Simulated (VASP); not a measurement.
Write the native input for VASP 6.6.1 that does the following.

* Task: relaxation of cell and atoms
* Functional: PBE
* Potentials or basis: VASP PAW PBE potentials, release 64 (Ta_pv, Bi_d, O)
* Cutoff: 520 eV
* k mesh: 4 × 4 × 2
* Occupations: gaussian, width 0.15 eV
* Spin: no spin polarisation
* Further INCAR settings: PREC = Normal; ALGO = Fast; EDIFF = 0.0001; IBRION = 2; EDIFFG = -0.08; NSW = 24; ISIF = 3

The structure of Ta2Bi2O lies in POSCAR:

```
Ta2Bi2O
1.0
    3.8000000000      0.0000000000      0.0000000000
   -1.9000000000      3.2908965300      0.0000000000
    0.0000000000      0.0000000000      7.9600000000
Ta Bi O
2 2 1
Direct
    0.6666666700      0.3333333300      0.8400000000
    0.3333333300      0.6666666700      0.1600000000
    0.3333333300      0.6666666700      0.6200000000
    0.6666666700      0.3333333300      0.3800000000
    0.0000000000      0.0000000000      0.0000000000
```

The cell was built by a generator and needn't be a form met in nature.

One way to write it, as run:

INCAR

```
SYSTEM = Ta2Bi2O
PREC     = Normal         ! precision mode
ENCUT    = 520            ! plane-wave cutoff, eV
EDIFF    = 1E-4           ! SCF threshold, eV
ISMEAR   = 0              ! smearing method
SIGMA    = 0.15           ! smearing width, eV
LREAL    = .False.        ! projectors in reciprocal space
LASPH    = .True.         ! aspherical terms in the spheres
NELM     = 60             ! most SCF steps
ALGO     = Fast           ! electronic algorithm
ISIF     = 3              ! what is computed and relaxed
LWAVE    = .False.        ! write WAVECAR
LCHARG   = .False.        ! write CHGCAR
GGA      = PE             ! functional
IBRION   = 2              ! ionic algorithm
NSW      = 24             ! ionic steps
EDIFFG   = -0.08          ! ionic threshold
```

KPOINTS

```
Automatic mesh
0
Gamma
  4 4 2
  0 0 0
```

Potentials or basis: VASP PAW PBE potentials, release 64 (Ta_pv, Bi_d, O).

Run with:

```console
$ cat potpaw_PBE.64/Ta_pv/POTCAR potpaw_PBE.64/Bi_d/POTCAR potpaw_PBE.64/O/POTCAR > POTCAR
$ mpirun -np 1 vasp_std > vasp.out
```

Results of the run:

The relaxed volume is 20.79 Å³/atom, the relaxed cell is a = 3.498 Å, b = 3.498 Å, c = 9.811 Å, α = 90.00°, β = 90.00°, γ = 120.00° and the space group after relaxing (to 0.05 Å) is P-3m1 (No. 164). The energy gained by relaxing is 991.6 meV/atom. The ionic steps are 10 and the pressure after relaxing is 0.0 GPa. The largest force after relaxing is 0.076 eV/Å and the band gap on the k mesh is none (metal or under the smearing width).

Caveat: the k mesh is coarse (spacing up to 0.48 Å⁻¹), so the values aren't converged; spin-orbit coupling is left out, which moves the levels of the heavy elements; the relaxation stopped at a loose force limit of 0.08 eV/Å, so its end isn't a converged minimum.

Run time: 87 s on 1 thread of Intel(R) Xeon(R) Platinum 8488C (Sapphire Rapids) (shared host), peak memory 0.19 GiB.
